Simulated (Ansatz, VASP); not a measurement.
## Cross-check of V2O5 (V2O5 monolayer (from P2_1/m)) between VASP and Ansatz

One calculation is typed for both programs; each brings its own data sets. How far apart do they land? Of the first pair: The structure shown is the start of the Ansatz relaxation below; VASP solves that cell, so the two are compared at the walk's first step.

Program: Ansatz 0.2.0. Level of theory: plane waves, with VASP 6.6.1 beside it; single point at PBEsol. Results are calculated unless marked as measured.

### Step 1. Starting point

The cell holds 14 atoms: 4 V and 10 O. Cell: a = 3.572 Å, b = 6.285 Å, c = 37.783 Å, α = 90.0°, β = 90.0°, γ = 90.0°. Vacuum lies along c. The height across the vacuum is the one that the program set for its solve, not the one typed.

### Step 2. Ansatz: relaxation, PBEsol

Ansatz runs on its default PAW (the set named soft_2) files.

The two programs are compared at the cell with which this relaxation starts, whose forces are those of its first step.

Contents of input.yaml:

```yaml
crystal:
  lattice:
    - [3.57177, 0.0, 0.0]
    - [0.0, 6.2846, 0.0]
    - [0.0, 0.0, 30.991634]
  atoms:
    - { symbol: V, position: [0.0, 0.0, 0.5229087] }
    - { symbol: V, position: [0.0, 0.445158, 0.563653] }
    - { symbol: V, position: [0.5, 0.3796721, 0.4770913] }
    - { symbol: V, position: [0.5, 0.9345141, 0.436347] }
    - { symbol: O, position: [0.0, 0.7521963, 0.5403771] }
    - { symbol: O, position: [0.5, 0.0433942, 0.5070471] }
    - { symbol: O, position: [0.0, 0.5139662, 0.6127987] }
    - { symbol: O, position: [0.0, 0.1470254, 0.5691392] }
    - { symbol: O, position: [0.5, 0.4522645, 0.5457255] }
    - { symbol: O, position: [0.5, 0.6274758, 0.4596229] }
    - { symbol: O, position: [0.0, 0.3362779, 0.4929529] }
    - { symbol: O, position: [0.5, 0.8657059, 0.3872013] }
    - { symbol: O, position: [0.5, 0.2326466, 0.4308608] }
    - { symbol: O, position: [0.0, 0.9274076, 0.4542745] }
  periodic: [true, true, false]
basis:
  ecutwfc: 420
  xc_grid: 2
hamiltonian:
  xc: pbesol
kpoints:
  mp_grid: { grid: [9, 5, 1] }
scf:
  occupations: { method: fermi_dirac, width: 0.02 }
  max_iter: 60
relax:
  f_tol: 0.005
  max_steps: 60
  cell: {}
output:
  forces: true
checkpoint:
  write: "../cell.run"
  compress: false
  write_wavefunctions: false
  write_every: 100000
```

On the command line:

```sh
> ansatz run input.yaml --threads 4 --pin off --max-ram 10362MiB --backend cpu --events-out ev --progress --plain --runs-dir out
```

Numbers of over 12 decimals in the logs are rounded to 6 here.

Output:

```text
Warning: crystal.periodic: the lattice vector that does not repeat stood 0.000° off the slab's normal, 30.992 Å along it as the deck builds it. The run solves the slab on a vector along the normal, 37.783 Å long, with every atom where it was (on the deck's vector they left 24.00 Å outside them, and the widest stretch free of ions among them is 1.35 Å). A fractional position that the run reports is one of the run's ce [...]
crystal.periodic: the lattice vector that does not repeat stood 0.000° off the slab's normal, 30.992 Å along it as the deck builds it. The run solves the slab on a vector along the normal, 37.783 Å long, with every atom where it was (on the deck's vector they left 24.00 Å outside them, and the widest stretch free of ions among them is 1.35 Å). A fractional position that the run reports is one of the run's cell, which [...]
Engine: ansatz 0.2.0, aarch64-unknown-linux-gnu
Pseudopotentials: kind: paw
Pseudopotential: V, paw, valence charge 13, recommended cutoff 420 eV (normal), V.paw.azcp
Pseudopotential: O, paw, valence charge 6, recommended cutoff 420 eV (normal), O.paw.azcp
Functional definition: PBEsol
  exchange = pbesol_x
  correlation = pbesol_c
Crystal: 14 atoms, lattice volume = 848.126 Å³
Basis set: ecut = 420 eV, 16453 PW (Γ), exchange–correlation on 48×90×512 points (8 copies of the dense FFT grid, shifted against one another)
Bands: 70, of which v1, the nominal top of the filled ones, is band 56 counted from 1 (55 counted from 0)
Symmetry: 4 space group operations
Space group: P21/m (ITA 11), of the structure as read, at distance tolerance 9.5e-5 Å
k-points: 15 of 45
Non-local potential: V, projectors of the file, l = 0: 3, l = 1: 2, l = 2: 3, l = 3: 1
[...]
SCF iter   2: F=—  HF=-17156.349542 eV  |F-HF|=—  |Δ(HF+E_count)|=   3.35e-6  Δρ=1.19e-4  dr2=1.46e-4  ethr=6.04e-8  ⟨swp⟩=2.7  Hψ=1980  notcnv=0
SCF iter   3: F=—  HF=-17156.349536 eV  |F-HF|=—  |Δ(HF+E_count)|=   6.50e-6  Δρ=6.83e-5  dr2=4.86e-5  ethr=6.04e-8  ⟨swp⟩=2.3  Hψ=1580  notcnv=0
SCF iter   4: F=—  HF=-17156.349526 eV  |F-HF|=—  |Δ(HF+E_count)|=   9.60e-6  Δρ=2.29e-5  dr2=5.81e-6  ethr=4.34e-8  ⟨swp⟩=2.0  Hψ=1221  notcnv=0
SCF iter   5: F=—  HF=-17156.349780 eV  |F-HF|=—  |Δ(HF+E_count)|=   2.54e-4  Δρ=1.30e-5  dr2=1.41e-6  ethr=5.19e-9  ⟨swp⟩=2.3  Hψ=1552  notcnv=0
SCF iter   6: F=—  HF=-17156.349780 eV  |F-HF|=—  |Δ(HF+E_count)|=   1.06e-7  Δρ=4.65e-6  dr2=6.62e-8  ethr=1.26e-9  ⟨swp⟩=2.7  Hψ=1600  notcnv=0
SCF iter   7: F=—  HF=-17156.349780 eV  |F-HF|=—  |Δ(HF+E_count)|=   1.53e-8  Δρ=2.71e-6  dr2=5.47e-8  ethr=5.91e-11  ⟨swp⟩=3.0  Hψ=2200  notcnv=0
SCF iter   8: F=-17156.349780 eV  HF=-17156.349780 eV  |F-HF|=1.00e-9  |Δ(HF+E_count)|=   5.82e-9  Δρ=7.13e-7  dr2=3.42e-9  ethr=5.37e-12  ⟨swp⟩=4.8  Hψ=4925  notcnv=0
SCF 12 converged in 8 iterations: F = -17156.349780 eV  dr2 = 3.42e-9
relax step  12: F+E_penalty+E_count = -17156.34977975 eV  Δ(F+E_penalty+E_count) = +1.241e-4 eV  max|allowed force component| = 5.681e-3 eV/Å  Δτ_max = 0.0009 Å  P = +0.006 N/m  Ω = 834.185 Å³  energy of the carried Pulay correction = +1.014e-3 eV  fix = [c, alpha, beta]  reactions: c +0.000 N/m; alpha -0.000 N/m/rad  (8 SCF iters, dr2 threshold 6.01e-9 eV, accepted)
[...]
relax step  13: F+E_penalty+E_count = -17156.34974048 eV  Δ(F+E_penalty+E_count) = +3.927e-5 eV  max|allowed force component| = 2.505e-3 eV/Å  Δτ_max = 0.0006 Å  P = +0.001 N/m  Ω = 834.230 Å³  energy of the carried Pulay correction = +9.700e-4 eV  fix = [c, alpha, beta]  reactions: c -0.000 N/m; alpha +0.000 N/m/rad  (8 SCF iters, dr2 threshold 2.02e-9 eV, accepted)
[...]
relax step  14: F+E_penalty+E_count = -17156.34875463 eV  Δ(F+E_penalty+E_count) = +9.858e-4 eV  max|allowed force component| = 2.498e-3 eV/Å  Δτ_max = 0.0000 Å  P = -0.004 N/m  Ω = 834.230 Å³  fix = [c, alpha, beta]  reactions: c -0.000 N/m; alpha +0.000 N/m/rad  stress off target by 6.38e-3 N/m on what of the cell is left free  SCF on the basis re-selected at this cell (its energy is not comparable with the rows above)  (7 SCF iters)
basis re-selected at this cell: Δ(F+E_penalty+E_count) = +9.858e-4 eV, ΔP = -0.005 N/m vs the last step (what re-selecting the basis moved, of the pressure what is left beyond the Pulay correction that the steps carried, after the strain that the cell walked since its last selection, with what the two solves' SCF thresholds leave and, on support functions, any second-order correction that the steps lacked; it is no m [...]
SCF converged after 7 iterations
Free energy (F): -17156.348755 eV
Harris-Foulkes:  -17156.348755 eV  (|F-HF|=2.91e-11)
Internal energy: -17156.348755 eV  (E = F + TS)
E sigma→0 (E₀):  -17156.348755 eV
Fermi energy:    -7.987669 eV
--- Per-component energies (eV) ---
  E_band       = -2873.844798
  E_kinetic    = 3082.324689
  E_local      = -387791.091787  (includes V_loc(G=0)·N_el)
  E_nonlocal   = 283.679441
  E_hartree    = 192129.922144
  E_xc         = -1240.739958
  E_vxc        = -1586.321332  (∫ρ·V_xc dr)
  E_paw        = -5853.403829  (= ΣΔE_a)
  E_vpaw       = -1122.304537  (= ΣTr[D̂ρ^β])
  E_aug_tail   = 0.025004  (compensation charges beyond the density's cutoff)
  E_ewald      = 182231.983946
  E_core_change = 0.951595  (= ΣΔE_core)
  E_smearing   = -0.000000  (= −TS)
  E_closure    = 0.000000  (closes the sum)
  Σ components = -17156.348755   (vs F -17156.348755, Δ=0.00e0)
--- Forces (eV/Å), atoms counted from 1 ---
  atom   1  V      0.00000000     0.00043555    -0.00249767
  atom   2  V      0.00000000    -0.00084283    -0.00154769
  atom   3  V      0.00000000    -0.00043555     0.00249767
  atom   4  V      0.00000000     0.00084283     0.00154769
  atom   5  O      0.00000000    -0.00224565     0.00061236
  atom   6  O      0.00000000     0.00011088     0.00038767
  atom   7  O      0.00000000     0.00041207     0.00225039
  atom   8  O      0.00000000     0.00226650     0.00216560
  atom   9  O      0.00000000    -0.00027379    -0.00030828
  atom  10  O      0.00000000     0.00224565    -0.00061236
  atom  11  O      0.00000000    -0.00011088    -0.00038767
  atom  12  O      0.00000000    -0.00041207    -0.00225039
  atom  13  O      0.00000000    -0.00226650    -0.00216560
  atom  14  O      0.00000000     0.00027379     0.00030828
  max |Σ_I F_I| component: 7.59e-19 eV/Å
--- 2D stress c σ (N/m, compression-positive) ---
       -0.001582       0.000000       0.000000
        0.000000      -0.006382      -0.000000
        0.000000      -0.000000      -0.000000
  P = ½ c Tr σ = -0.0040 N/m
--- Relaxed structure (12 steps of the walk, 12 accepted, 2 SCFs on fresh bases) ---
  F+E_penalty+E_count = -17156.34875463 eV   max|allowed force component| = 2.498e-3 eV/Å   (the final SCF, on the basis selected at the relaxed cell)
  cell:  # Å, volume = 834.2296 Å³
    - [3.540048, 0, 0]
    - [0, 6.237017, 0]
    - [0, 0, 37.783264]
  atoms:
    - { symbol: V, position: [0, -0.00324042, 0.428676] }
    - { symbol: V, position: [0, 0.448567, 0.462812] }
    - { symbol: V, position: [0.500000, 0.382913, 0.391571] }
    - { symbol: V, position: [0.500000, 0.931105, 0.357436] }
    - { symbol: O, position: [0, 0.750152, 0.443272] }
    - { symbol: O, position: [0.500000, 0.045713, 0.416253] }
    - { symbol: O, position: [0, 0.513969, 0.502723] }
    - { symbol: O, position: [0, 0.151170, 0.466428] }
    - { symbol: O, position: [0.500000, 0.449938, 0.446745] }
    - { symbol: O, position: [0.500000, 0.629520, 0.376976] }
    - { symbol: O, position: [0, 0.333959, 0.403994] }
    - { symbol: O, position: [0.500000, 0.865703, 0.317524] }
    - { symbol: O, position: [0.500000, 0.228502, 0.353820] }
    - { symbol: O, position: [0, 0.929734, 0.373502] }
```

The column dr2 measures how far the density is from self-consistency, as an energy; F and HF (Harris–Foulkes) agree once it is small.

(Continued in part 2 of 2.)

[Lines on the potential files, build, host, timing and source positions are cut from VASP's logs without a mark.]

[Logs are printed without paths, hosts, clocks, repeated set-up lines and the standing remarks that a program may print on its own settings, such as how far it seeks lower states.]

[Hosts, paths, dates, database ids (printed as entryN), source tags and the programs' standing remarks are cut or masked in the printed files.]
